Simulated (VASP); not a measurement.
Data:

```yaml
crystal:
  lattice:
    - [4.89370, 0.00000, 0.00000]
    - [0.00000, 4.89370, 0.00000]
    - [0.00000, 0.00000, 4.89370]
  atoms:
    - { symbol: Sr, position: [0.00000, 0.00000, 0.00000] }
    - { symbol: O, position: [0.50000, 0.50000, 0.50000] }
    - { symbol: O, position: [0.00000, 0.00000, 0.50000] }
    - { symbol: O, position: [0.00000, 0.50000, 0.00000] }
    - { symbol: O, position: [0.50000, 0.00000, 0.00000] }
    - { symbol: Cd, position: [0.50000, 0.50000, 0.00000] }
    - { symbol: Cd, position: [0.50000, 0.00000, 0.50000] }
    - { symbol: Cd, position: [0.00000, 0.50000, 0.50000] }
```

These are PBE GGA, VASP's PBE PAW potentials (set 64) (plane waves; VASP 6.6.1) values and carry that method's errors. Numerical set-up: 500 eV cut-off, Gaussian smearing of 0.050 eV, potentials Sr_sv O Cd.

Q: Give the energies of bands 24 to 37 at the high-symmetry points, in eV from the Fermi level.

A: 
```
band      Γ      X      M      R
----  -----  -----  -----  -----
24    -3.18  -2.82  -3.63  -4.03
25    -3.18  -2.82  -3.15  -4.03
26    -3.18  -2.62  -3.15  -4.03
27    -1.83  -2.55  -2.07  -1.59
28    -1.83  -1.90  -2.07  -1.54
29    -1.83  -1.90  -1.92  -1.54
30    -1.28  -1.76  -1.80  -0.23
31    -1.28  -1.75  -1.70  -0.23
32    -1.28  -1.45  -0.28  -0.23
33    -0.37  -1.45  -0.17  -0.02
34    -0.37  -0.32  -0.17  -0.02
35    -0.37  -0.32  -0.11  -0.02
36    -0.36   3.06   4.54   4.05
37     3.04   3.40   4.86   5.20
```

It has no gap at this level: it comes out as a metal or semimetal.

The structure was generated: Cd3SrO4 was put into an ordered model structure (Pm-3m), which need not be its known phase. It was relaxed first.
